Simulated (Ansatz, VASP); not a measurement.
# Cross-check of Te2Pt (1T-PtTe2 5 layers, AA) between VASP and Ansatz, part 2 of 2

Aim: how closely do two programs agree when they are given the same cell, functional and k mesh? The structure shown is the start of the Ansatz relaxation below; VASP solves that cell, so the two are compared at the walk's first step.

VASP 6.6.1 and Ansatz 0.2.0.

So far: Set-up; Ansatz: relaxation, PBE with D4.

### Step 3. VASP: single point, PBE with D4, start cell

Level of this step: PBE with D4; plane waves and PAW (Te, Pt) (VASP).

The same cell, functional, mesh and smearing now go to VASP, with its own data sets.

Lines of VASP's logs that name or quote its potential files are left out, and so is its time.

File INCAR:

```
SYSTEM = Te2Pt
PREC = Accurate
ENCUT = 400
EDIFF = 1E-06
NELM = 120
ISMEAR = -1
SIGMA = 0.05
LREAL = .FALSE.
ALGO = Normal
GGA = PE
IVDW = 13
NBANDS = 70
LASPH = .TRUE.
LORBIT = 11
LWAVE = .FALSE.
LCHARG = .FALSE.
ISIF = 2
LDIPOL = .TRUE.
IDIPOL = 3
DIPOL = 0.5 0.5 0.5
LVHAR = .TRUE.
GGA_COMPAT = .FALSE.
NELMDL = -8
KPAR = 4
```

File POSCAR:

```
Te2Pt
1.0
    4.0200000000      0.0000000000      0.0000000000
   -2.0100000000      3.4814220000      0.0000000000
    0.0000000000      0.0000000000     81.8416340000
Te Pt
10 5
Direct
    0.6666666667      0.3333333333      0.3445679005
    0.3333333333      0.6666666667      0.3744833223
    0.6666666667      0.3333333333      0.4148050979
    0.3333333333      0.6666666667      0.4447205196
    0.6666666667      0.3333333333      0.4850422952
    0.3333333333      0.6666666667      0.5149577048
    0.6666666667      0.3333333333      0.5552794804
    0.3333333333      0.6666666667      0.5851949021
    0.6666666667      0.3333333333      0.6255166777
    0.3333333333      0.6666666667      0.6554320995
    0.0000000000      0.0000000000      0.3595256053
    0.0000000000      0.0000000000      0.4297628026
    0.0000000000      0.0000000000      0.5000000000
    0.0000000000      0.0000000000      0.5702371974
    0.0000000000      0.0000000000      0.6404743825
```

File KPOINTS:

```
Automatic mesh
0
Gamma
12 12 1
0 0 0
```

The projector-augmented-wave data sets are Te and Pt (PBE family, release 64).

Launch:

```
$ mpirun -np 4 vasp_std
```

Numbers of over 12 decimals in the logs are rounded to 6 here.

Log:

```text
[banner, memory and clock lines left out]
running    4 mpi-ranks, on    1 nodes
 distrk:  each k-point on    1 cores,    4 groups
 distr:  one band on    1 cores,    1 groups

 POSCAR found type information on POSCAR TePt
 POSCAR found :  2 types and      15 ions
 LDA part: xc-table for (Slater+PW92), standard interpolation
|                                                                             |
|           W    W    AA    RRRRR   N    N  II  N    N   GGGG   !!!           |
|           W    W   A  A   R    R  NN   N  II  NN   N  G    G  !!!           |
|           W    W  A    A  R    R  N N  N  II  N N  N  G       !!!           |
|           W WW W  AAAAAA  RRRRR   N  N N  II  N  N N  G  GGG   !            |
|           WW  WW  A    A  R   R   N   NN  II  N   NN  G    G                |
|           W    W  A    A  R    R  N    N  II  N    N   GGGG   !!!           |
|                                                                             |
|     One of the lattice vectors is very long (>50 A), but AMIN is rather     |
|     large. This can spoil convergence since charge sloshing might occur     |
|     along the long lattice vector. If problems with convergence are         |
|     observed, try to decrease AMIN to a smaller value (e.g. 0.01).          |
|     Note: This warning only applies if the self-consistency cycle is        |
|     used.                                                                   |
|                                                                             |

 POSCAR, INCAR and KPOINTS ok, starting setup
 FFT: planning ... GRIDC
 FFT: planning ... GRID_SOFT
 FFT: planning ... GRID
 WAVECAR not read
 entering main loop
       N       E                     dE             d eps       ncg     rms          rms(c)
DAV:   1     0.777867187645E+03    0.77787E+03   -0.32297E+04  2740   0.958E+02
DAV:   2     0.318849802860E+02   -0.74598E+03   -0.70887E+03  3754   0.199E+02
DAV:   3    -0.649438373596E+02   -0.96829E+02   -0.94294E+02  3288   0.754E+01
DAV:   4    -0.682737333227E+02   -0.33299E+01   -0.32746E+01  3592   0.151E+01
DAV:   5    -0.683523157176E+02   -0.78582E-01   -0.78323E-01  3388   0.262E+00
DAV:   6    -0.683555129345E+02   -0.31972E-02   -0.31963E-02  3570   0.484E-01
DAV:   7    -0.683556451343E+02   -0.13220E-03   -0.13218E-03  3508   0.980E-02
DAV:   8    -0.683556519560E+02   -0.68217E-05   -0.68212E-05  3362   0.192E-02    0.317E+01
DAV:   9    -0.666426488923E+02    0.17130E+01   -0.10996E+01  2810   0.170E+01    0.234E+01
DAV:  10    -0.663495330499E+02    0.29312E+00   -0.44904E+00  2816   0.114E+01    0.764E+00
DAV:  11    -0.661396889071E+02    0.20984E+00   -0.10467E+00  3078   0.630E+00    0.297E+00
DAV:  12    -0.662856249768E+02   -0.14594E+00   -0.24995E+00  3116   0.684E+00    0.321E+00
DAV:  13    -0.659817231175E+02    0.30390E+00   -0.89285E-01  3076   0.444E+00    0.114E+00
DAV:  14    -0.659914872109E+02   -0.97641E-02   -0.11751E-01  2894   0.103E+00    0.100E+00
[...]
DAV:  18    -0.659898603810E+02    0.13603E-03   -0.32270E-04  3076   0.722E-02    0.162E-01
DAV:  19    -0.659897103405E+02    0.15004E-03   -0.22614E-04  3494   0.102E-01    0.116E-01
DAV:  20    -0.659897227497E+02   -0.12409E-04   -0.30929E-04  3192   0.113E-01    0.761E-02
DAV:  21    -0.659897228235E+02   -0.73819E-07   -0.11749E-04  2810   0.390E-02    0.834E-02
DAV:  22    -0.659897205080E+02    0.23155E-05   -0.13121E-05  3328   0.184E-02    0.669E-02
DAV:  23    -0.659897190209E+02    0.14872E-05   -0.97731E-06  2942   0.132E-02    0.388E-02
DAV:  24    -0.659897208432E+02   -0.18223E-05   -0.15722E-06  1682   0.494E-03    0.352E-02
DAV:  25    -0.659897211369E+02   -0.29368E-06   -0.13431E-06  1830   0.788E-03
   1 F= -.73626334E+02 E0= -.73608540E+02  d E =-.355874E-01
```

Parts of OUTCAR (step 3):

```text
ion  position               nearest neighbor table
   1  0.667  0.333  0.345-  11 2.62  11 2.62  11 2.62   2 3.37   2 3.37   2 3.37
   2  0.333  0.667  0.374-  11 2.62  11 2.62  11 2.62   1 3.37   1 3.37   1 3.37
   3  0.667  0.333  0.415-  12 2.62  12 2.62  12 2.62   4 3.37   4 3.37   4 3.37
   4  0.333  0.667  0.445-  12 2.62  12 2.62  12 2.62   3 3.37   3 3.37   3 3.37
   5  0.667  0.333  0.485-  13 2.62  13 2.62  13 2.62   6 3.37   6 3.37   6 3.37
   6  0.333  0.667  0.515-  13 2.62  13 2.62  13 2.62   5 3.37   5 3.37   5 3.37
   7  0.667  0.333  0.555-  14 2.62  14 2.62  14 2.62   8 3.37   8 3.37   8 3.37
   8  0.333  0.667  0.585-  14 2.62  14 2.62  14 2.62   7 3.37   7 3.37   7 3.37
   9  0.667  0.333  0.626-  15 2.62  15 2.62  15 2.62  10 3.37  10 3.37  10 3.37
  10  0.333  0.667  0.655-  15 2.62  15 2.62  15 2.62   9 3.37   9 3.37   9 3.37
  11  0.000  0.000  0.360-   1 2.62   1 2.62   1 2.62   2 2.62   2 2.62   2 2.62
  12  0.000  0.000  0.430-   3 2.62   3 2.62   3 2.62   4 2.62   4 2.62   4 2.62
  13  0.000  0.000  0.500-   6 2.62   5 2.62   6 2.62   5 2.62   5 2.62   6 2.62
  14  0.000  0.000  0.570-   8 2.62   8 2.62   8 2.62   7 2.62   7 2.62   7 2.62
  15  0.000  0.000  0.640-   9 2.62   9 2.62   9 2.62  10 2.62  10 2.62  10 2.62

  LATTYP: Found a hexagonal cell.
 ALAT       =     4.0200000000
 C/A-ratio  =    20.3586154229

 Subroutine GETGRP returns: Found 12 space group operations
 (whereof 12 operations were pure point group operations)

The static configuration has the point symmetry D_3d.

 Found     19 irreducible k-points:

   k-points           NKPTS =     19   k-points in BZ     NKDIM =     19   number of bands    NBANDS=     70

   dimension x,y,z NGX =    28 NGY =   28 NGZ =  540
   dimension x,y,z NGXF=    56 NGYF=   56 NGZF= 1080

   ENCUT  =  400.0 eV  29.40 Ry    5.42 a.u.   6.56  6.56133.46*2*pi/ulx,y,z

   NELECT =     110.0000    total number of electrons

 k-points in reciprocal lattice and weights: Automatic mesh
   0.00000000  0.00000000  0.00000000       0.007
   0.08333333  0.00000000  0.00000000       0.042
   0.16666667  0.00000000  0.00000000       0.042
   0.25000000 -0.00000000  0.00000000       0.042
   0.33333333  0.00000000  0.00000000       0.042
   0.41666667 -0.00000000  0.00000000       0.042
   0.50000000 -0.00000000  0.00000000       0.021
   0.08333333  0.08333333  0.00000000       0.042
   0.16666667  0.08333333  0.00000000       0.083
[...]
0.33333333  0.25000000  0.00000000       0.083
   0.33333333  0.33333333  0.00000000       0.014

 dipolmoment           0.000000      0.000000      0.000006 electrons x Angstroem

 average (electrostatic) potential at core
       1 -95.2925       2 -95.3784       3 -95.4362       4 -95.4478       5 -95.4500
       6 -95.4500       7 -95.4478       8 -95.4362       9 -95.3783      10 -95.2924
      11 -75.3288      12 -75.3770      13 -75.3738      14 -75.3770      15 -75.3288

 E-fermi :   0.0230

 k-point     1 :       0.0000    0.0000    0.0000
  band No.  band energies     occupation
    ...
     51      -0.8601      2.00000
     52      -0.8601      2.00000
     53      -0.7766      2.00000
     54      -0.3281      1.99822
     55      -0.0288      1.47608
     56       1.6114      0.00000
     57       1.6114      0.00000
     58       1.7056      0.00000
     59       1.7056      0.00000
     60       1.8204      0.00000
    ...

 k-point     2 :       0.0833    0.0000    0.0000
  band No.  band energies     occupation
    ...
     50      -0.9549      2.00000
     51      -0.9472      2.00000
     52      -0.7560      2.00000
     53      -0.4582      1.99987
     54      -0.1305      1.91112
     55       0.1043      0.32874
     56       1.0278      0.00000
     57       1.1427      0.00000
     58       1.2867      0.00000
     59       1.4120      0.00000
    ...

 k-point     3 :       0.1667    0.0000    0.0000
  band No.  band energies     occupation
    ...
     50      -1.2535      2.00000
     51      -1.1446      2.00000
     52      -0.7475      2.00000
     53      -0.4586      1.99987
     54      -0.1711      1.95957
     55       0.1212      0.24597
     56       0.4323      0.00056
     57       0.5348      0.00007
     58       0.6055      0.00002
     59       0.6408      0.00001
    ...

  DFT-D4 for vdW energy calculation

  Edisp (eV):   -7.63661

  Total      17.69271    17.69271    17.33399     0.00000    -0.00000     0.00000
  in kB      24.74845    24.74845    24.24668     0.00000    -0.00000     0.00000
  external pressure =       24.58 kB  Pullay stress =        0.00 kB

  energy-cutoff  :      400.00
  volume of cell :     1145.40
      direct lattice vectors                 reciprocal lattice vectors
     4.020000000  0.000000000  0.000000000     0.248756219  0.143619475  0.000000000
    -2.010000000  3.481422000  0.000000000     0.000000000  0.287238950  0.000000000
     0.000000000  0.000000000 81.841634000     0.000000000  0.000000000  0.012218720

 POSITION                                       TOTAL-FORCE (eV/Angst)
 -----------------------------------------------------------------------------------
      2.01000      1.16047     28.20000        -0.000000     -0.000000     -1.938515
     -0.00000      2.32095     30.64833        -0.000000      0.000000      1.978718
      2.01000      1.16047     33.94833         0.000000      0.000000     -2.044059
     -0.00000      2.32095     36.39665         0.000000      0.000000      2.051898
      2.01000      1.16047     39.69665        -0.000000     -0.000000     -2.069526
     -0.00000      2.32095     42.14498         0.000000      0.000000      2.069526
      2.01000      1.16047     45.44498        -0.000000     -0.000000     -2.051898
     -0.00000      2.32095     47.89331        -0.000000     -0.000000      2.044059
      2.01000      1.16047     51.19331         0.000000      0.000000     -1.978718
     -0.00000      2.32095     53.64163        -0.000000      0.000000      1.938515
      0.00000      0.00000     29.42416        -0.000000      0.000000      0.251133
      0.00000      0.00000     35.17249         0.000000     -0.000000      0.017724
      0.00000      0.00000     40.92082         0.000000      0.000000     -0.000000
      0.00000      0.00000     46.66914         0.000000      0.000000     -0.017724
      0.00000      0.00000     52.41747         0.000000     -0.000000     -0.251133
 -----------------------------------------------------------------------------------
    total drift:                                0.000000     -0.000000      0.000792

  FREE ENERGIE OF THE ION-ELECTRON SYSTEM (eV)
  ---------------------------------------------------
  free  energy   TOTEN  =       -73.6263340585 eV

  energy  without entropy=      -73.5907466319  energy(sigma->0) =      -73.60854035

 vacuum level on the upper side and lower side of the slab         4.234         4.234

 total charge
# of ion       s       p       d       tot
------------------------------------------
    1        1.388   1.932   0.071   3.391
    2        1.392   1.919   0.075   3.385
    3        1.393   1.916   0.075   3.384
    4        1.394   1.914   0.075   3.383
    5        1.394   1.914   0.076   3.383
    6        1.394   1.914   0.076   3.383
    7        1.394   1.914   0.075   3.383
    8        1.393   1.916   0.075   3.384
    9        1.392   1.919   0.075   3.385
   10        1.388   1.932   0.071   3.391
   11        0.708   0.761   8.125   9.594
   12        0.709   0.759   8.132   9.600
   13        0.709   0.758   8.134   9.601
   14        0.709   0.759   8.132   9.600
   15        0.708   0.761   8.125   9.594
--------------------------------------------------
tot         17.462  22.988  41.393  81.843

[... 3 further parts left out ...]
```

### Step 4. Comparison

Known differences besides the potentials themselves: Ansatz cuts the interaction across the vacuum, VASP repeats the sheet with a dipole correction; the data sets hold 250 valence electrons in Ansatz (on its default PAW (the set named soft_2) files) and 110 in VASP; the cutoff is 420 eV in Ansatz and 400 eV in VASP. Total energies have different zeros and are not compared.

Forces on 8 of the 15 atoms, those with the largest forces and the largest differences (eV/Å; atoms numbered as in POSCAR):

```
atom        Ansatz x, y, z          VASP x, y, z
 Te2   0.000, 0.000, 2.010   0.000, 0.000, 1.979
 Te3  0.000, 0.000, -2.068  0.000, 0.000, -2.044
 Te4   0.000, 0.000, 2.078   0.000, 0.000, 2.052
 Te5  0.000, 0.000, -2.095  0.000, 0.000, -2.070
 Te6   0.000, 0.000, 2.095   0.000, 0.000, 2.070
 Te7  0.000, 0.000, -2.078  0.000, 0.000, -2.052
 Te8   0.000, 0.000, 2.068   0.000, 0.000, 2.044
 Te9  0.000, 0.000, -2.010  0.000, 0.000, -1.979
```

The forces differ by 12 meV/Å r.m.s., which is 1.3 % of the r.m.s. force of 0.952 eV/Å (both taken over all components). VASP's last cycles still show a density residual of 4e-03, so its state may not be settled. With vacuum in the cell, a pressure given here is an average over mostly empty space and none of the material.

### Step 5. Results

| Property | Result |
| --- | --- |
| r.m.s. force difference (single point, PBE with D4, start cell) | 1.3 % of the r.m.s. force |

**Reading.** The r.m.s. force difference is 1.3 % of the r.m.s. force (single point, PBE with D4, start cell), within the 3 % picked in this series as the mark of a large difference. The data sets hold unlike numbers of valence electrons (250 in Ansatz and 110 in VASP), so part of the differences comes from the potentials. 1 further run of this series is not shown here. Such differences can come from data sets, numerical settings and the points named under the comparisons, not from the functional's error against experiment.

[Lines on the potential files, build, host, timing and source positions are cut from VASP's logs without a mark.]

[Logs are printed without paths, hosts, clocks, repeated set-up lines and the standing remarks that a program may print on its own settings, such as how far it seeks lower states.]

[Hosts, paths, dates, database ids (printed as entryN), source tags and the programs' standing remarks are cut or masked in the printed files.]
